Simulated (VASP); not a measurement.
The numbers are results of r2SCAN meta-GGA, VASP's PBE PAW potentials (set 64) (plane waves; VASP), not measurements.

Input for VASP

**KPOINTS**
```
Regular mesh
0
gamma
  8 8 8
0 0 0
```

### INCAR
```
ALGO  =  Normal
LCHARG  =  .FALSE.
NELM  =  100   ! most electronic steps
ENCUT  =  400
LWAVE  =  .FALSE.
ISIF  =  3   ! ions, shape and volume
IBRION  =  2   ! conjugate gradients
LASPH  =  .TRUE.   ! aspherical one-centre terms
EDIFF  =  1E-6
SIGMA  =  0.1   ! width (eV)
EDIFFG  =  -0.02   ! ionic stop
ISMEAR  =  1
SYSTEM  =  Nb3P
LREAL  =  .FALSE.
METAGGA  =  R2SCAN
PREC  =  Accurate
LMIXTAU  =  .TRUE.
LMAXMIX  =  4
NSW  =  60   ! most ionic steps
```

POSCAR:
```
Nb3P
1
    0.0000000000     3.1520360325     3.1520360325
    3.1520360325     0.0000000000     3.1520360325
    3.1520360325     3.1520360325     0.0000000000
P Nb
1 3
Direct
  0.0000000000   0.0000000000   0.0000000000
  0.5000000000   0.5000000000   0.5000000000
  0.2500000000   0.2500000000   0.2500000000
  0.7500000000   0.7500000000   0.7500000000
```

POTCAR, in this order: P Nb_sv (PBE.64 set). Program: vasp_std.

What VASP printed:

**OUTCAR**
```
 ion  position               nearest neighbor table
   1  0.000  0.000  0.000-   4 2.73   4 2.73   4 2.73   3 2.73   4 2.73   3 2.73   3 2.73   3 2.73
  LATTYP: Found a face centered cubic cell.
 ALAT       =     6.3040720650
 Subroutine PRICEL returns:
 Original cell was already a primitive cell.
 Subroutine GETGRP returns: Found 48 space group operations
The static configuration has the point symmetry O_h .
The dynamic configuration has the point symmetry O_h .
 Subroutine INISYM returns: Found 48 space group operations
 Subroutine IBZKPT returns following result:
 Found     29 irreducible k-points:

 Following reciprocal coordinates:
            Coordinates               Weight
  0.000000  0.000000  0.000000      1.000000
  0.125000  0.000000  0.000000      8.000000
  0.250000  0.000000  0.000000      8.000000
  0.375000  0.000000  0.000000      8.000000
  0.500000  0.000000  0.000000      4.000000
  0.125000  0.125000  0.000000      6.000000
  0.250000  0.125000  0.000000     24.000000
  0.375000  0.125000  0.000000     24.000000
  0.500000  0.125000  0.000000     24.000000
 -0.375000  0.125000  0.000000     24.000000
 -0.250000  0.125000  0.000000     24.000000
 -0.125000  0.125000  0.000000     12.000000
  0.250000  0.250000  0.000000      6.000000
  0.375000  0.250000  0.000000     24.000000
  0.500000  0.250000  0.000000     24.000000
 -0.375000  0.250000  0.000000     24.000000
 -0.250000  0.250000  0.000000     12.000000
  0.375000  0.375000  0.000000      6.000000
  0.500000  0.375000  0.000000     24.000000
 -0.375000  0.375000  0.000000     12.000000
  0.500000  0.500000  0.000000      3.000000
  0.375000  0.250000  0.125000     24.000000
  0.500000  0.250000  0.125000     48.000000
 -0.375000  0.250000  0.125000     24.000000
  0.500000  0.375000  0.125000     24.000000
...
```

File OSZICAR:
```
       N       E                     dE             d eps       ncg     rms          rms(c)
DAV:   1     0.403176562476E+03    0.40318E+03   -0.22456E+04  1516   0.149E+03
DAV:   2    -0.608283699870E+02   -0.46400E+03   -0.45832E+03  1804   0.602E+02
DAV:   3    -0.101507498077E+03   -0.40679E+02   -0.39559E+02  3016   0.120E+02
DAV:   4    -0.104205463967E+03   -0.26980E+01   -0.26215E+01  2280   0.262E+01
DAV:   5    -0.104386393119E+03   -0.18093E+00   -0.17725E+00  2590   0.703E+00    0.208E+01
DAV:   6    -0.843141927453E+02    0.20072E+02   -0.12250E+01  2504   0.343E+01    0.460E+00
DAV:   7    -0.829179671712E+02    0.13962E+01   -0.23526E+00  2096   0.129E+01    0.232E+00
DAV:   8    -0.838443829222E+02   -0.92642E+00   -0.12029E+00  1790   0.779E+00    0.140E+00
DAV:   9    -0.839572046264E+02   -0.11282E+00   -0.16609E-01  2198   0.347E+00    0.726E-01
DAV:  10    -0.838676569562E+02    0.89548E-01   -0.90917E-02  1906   0.284E+00    0.430E-01
DAV:  11    -0.839456982026E+02   -0.78041E-01   -0.99046E-02  1638   0.279E+00    0.166E-01
DAV:  12    -0.839538650727E+02   -0.81669E-02   -0.86994E-03  2598   0.664E-01    0.189E-01
DAV:  13    -0.839391044597E+02    0.14761E-01   -0.16973E-03  1790   0.340E-01    0.933E-02
DAV:  14    -0.839690523373E+02   -0.29948E-01   -0.13154E-02  1642   0.897E-01    0.482E-02
DAV:  15    -0.839696876242E+02   -0.63529E-03   -0.10127E-03  2424   0.233E-01    0.434E-02
DAV:  16    -0.839697328281E+02   -0.45204E-04   -0.41981E-05  2428   0.515E-02    0.355E-02
DAV:  17    -0.839697761641E+02   -0.43336E-04   -0.10092E-04  1936   0.632E-02    0.180E-02
DAV:  18    -0.839697883734E+02   -0.12209E-04   -0.20885E-05  2416   0.331E-02    0.177E-02
DAV:  19    -0.839697792420E+02    0.91314E-05   -0.19851E-05  1800   0.321E-02    0.119E-02
DAV:  20    -0.839697931697E+02   -0.13928E-04   -0.11065E-05  1630   0.303E-02    0.607E-03
DAV:  21    -0.839697917242E+02    0.14455E-05   -0.76178E-06  1472   0.228E-02    0.202E-03
DAV:  22    -0.839697927760E+02   -0.10518E-05   -0.48793E-07   904   0.678E-03    0.181E-03
DAV:  23    -0.839697928592E+02   -0.83170E-07   -0.14955E-07   894   0.369E-03
   1 F= -.83969793E+02 E0= -.83969156E+02  d E =-.839698E+02
       N       E                     dE             d eps       ncg     rms          rms(c)
DAV:   1    -0.852895618306E+02   -0.13198E+01   -0.60435E+01  1586   0.887E+01    0.890E+00
DAV:   2    -0.842416295008E+02    0.10479E+01   -0.61408E+00  2396   0.228E+01    0.475E+00
DAV:   3    -0.839000040247E+02    0.34163E+00   -0.24520E+00  2886   0.119E+01    0.178E+00
DAV:   4    -0.838844878233E+02    0.15516E-01   -0.28052E-01  2176   0.308E+00    0.827E-01
DAV:   5    -0.839130709783E+02   -0.28583E-01   -0.94064E-02  2588   0.193E+00    0.624E-01
DAV:   6    -0.839260175583E+02   -0.12947E-01   -0.17598E-02  2350   0.990E-01    0.548E-01
DAV:   7    -0.839227574395E+02    0.32601E-02   -0.17982E-02  2518   0.101E+00    0.156E-01
DAV:   8    -0.839343222036E+02   -0.11565E-01   -0.10569E-02  2306   0.654E-01    0.781E-02
DAV:   9    -0.839343543840E+02   -0.32180E-04   -0.12115E-03  2448   0.198E-01    0.678E-02
DAV:  10    -0.839343339328E+02    0.20451E-04   -0.53522E-05  2394   0.551E-02    0.374E-02
DAV:  11    -0.839343302495E+02    0.36833E-05   -0.67068E-05  2800   0.595E-02    0.122E-02
DAV:  12    -0.839343361968E+02   -0.59473E-05   -0.16522E-06  1402   0.102E-02    0.112E-02
DAV:  13    -0.839343421807E+02   -0.59839E-05   -0.11551E-06  1000   0.950E-03    0.570E-03
DAV:  14    -0.839343459025E+02   -0.37218E-05   -0.43132E-06  1578   0.139E-02    0.266E-03
DAV:  15    -0.839343457294E+02    0.17303E-06   -0.38896E-07   886   0.483E-03
   2 F= -.83934346E+02 E0= -.83934323E+02  d E =0.354471E-01
       N       E                     dE             d eps       ncg     rms          rms(c)
DAV:   1    -0.845164154907E+02   -0.58207E+00   -0.21948E+01  1534   0.531E+01    0.610E+00
DAV:   2    -0.841015177811E+02    0.41490E+00   -0.19849E+00  2116   0.137E+01    0.268E+00
DAV:   3    -0.839777653386E+02    0.12375E+00   -0.75491E-01  2856   0.697E+00    0.121E+00
DAV:   4    -0.839809629167E+02   -0.31976E-02   -0.94385E-02  2122   0.191E+00    0.584E-01
DAV:   5    -0.839885010900E+02   -0.75382E-02   -0.26326E-02  2680   0.109E+00    0.425E-01
DAV:   6    -0.839917672039E+02   -0.32661E-02   -0.63103E-03  2630   0.550E-01    0.348E-01
DAV:   7    -0.839928053728E+02   -0.10382E-02   -0.12310E-02  2758   0.825E-01    0.878E-02
DAV:   8    -0.839952717833E+02   -0.24664E-02   -0.24985E-03  2262   0.356E-01    0.592E-02
DAV:   9    -0.839952586548E+02    0.13128E-04   -0.29453E-04  2420   0.114E-01    0.215E-02
DAV:  10    -0.839952532684E+02    0.53864E-05   -0.12456E-04  2342   0.873E-02    0.925E-03
DAV:  11    -0.839952944371E+02   -0.41169E-04   -0.21909E-05  2108   0.379E-02    0.738E-03
DAV:  12    -0.839953013349E+02   -0.68979E-05   -0.47106E-06  1484   0.190E-02    0.421E-03
DAV:  13    -0.839953023894E+02   -0.10544E-05   -0.11648E-06   972   0.905E-03    0.329E-03
DAV:  14    -0.839953019578E+02    0.43153E-06   -0.50848E-07   854   0.764E-03
   3 F= -.83995302E+02 E0= -.83994934E+02  d E =-.255091E-01
```

OUTCAR:
```
------------------------ aborting loop because EDIFF is reached ----------------------------------------
  FORCE on cell =-STRESS in cart. coord.  units (eV):
  Direction    XX          YY          ZZ          XY          YZ          ZX
  --------------------------------------------------------------------------------------
  Total       -0.0263764     -0.0263764     -0.0263764     -0.0000000     -0.0000000     -0.0000000
  in kB       -0.6562745     -0.6562745     -0.6562745     -0.0000000     -0.0000000     -0.0000000
  external PRESSURE =      -0.6562745 kB  Pullay stress =       0.0000000 kB
  volume of cell :       64.39
      direct lattice vectors                 reciprocal lattice vectors
    -0.000000000  3.181291003  3.181291003    -0.157168898  0.157168898  0.157168898
     3.181291003 -0.000000000  3.181291003     0.157168898 -0.157168898  0.157168898
     3.181291003  3.181291003 -0.000000000     0.157168898  0.157168898 -0.157168898
 POSITION                                       TOTAL-FORCE (eV/Angst)
 -----------------------------------------------------------------------------------
      0.00000     -0.00000      0.00000        -0.000000      0.000000      0.000000
      3.18129      3.18129      3.18129        -0.000000      0.000000      0.000000
      1.59065      1.59065      1.59065         0.000000      0.000000     -0.000000
      4.77194      4.77194      4.77194        -0.000000     -0.000000      0.000000
 -----------------------------------------------------------------------------------
    total drift:                                0.000000     -0.000000      0.000000
  FREE ENERGIE OF THE ION-ELECTRON SYSTEM (eV)
  ---------------------------------------------------
  free  energy   TOTEN  =       -83.9953019578 eV

  energy  without entropy=      -83.9941986765  energy(sigma->0) =      -83.99493420

 reached required accuracy - stopping structural energy minimisation
```
(Selected blocks of OUTCAR.)

### CONTCAR
```
Nb3P
   1.00000000000000
    -0.0000000000000000    3.1812910028522645    3.1812910028522645
     3.1812910028522645   -0.0000000000000000    3.1812910028522645
     3.1812910028522645    3.1812910028522645   -0.0000000000000000
  P               Nb
     1     3
Direct
     0.0000000000000000    0.0000000000000000    0.0000000000000000
     0.5000000000000000    0.5000000000000000    0.5000000000000000
     0.2500000000000000    0.2500000000000000    0.2500000000000000
     0.7500000000000000    0.7500000000000000    0.7500000000000000
```

Energy and stress use the plane-wave basis of the starting cell.

The structure was generated: Nb3P was put into the D03 type (Fm-3m), which need not be its known phase. This run relaxes it. Symmetry was kept, so distortions that lower it aren't found. The start is the result of an earlier pass.
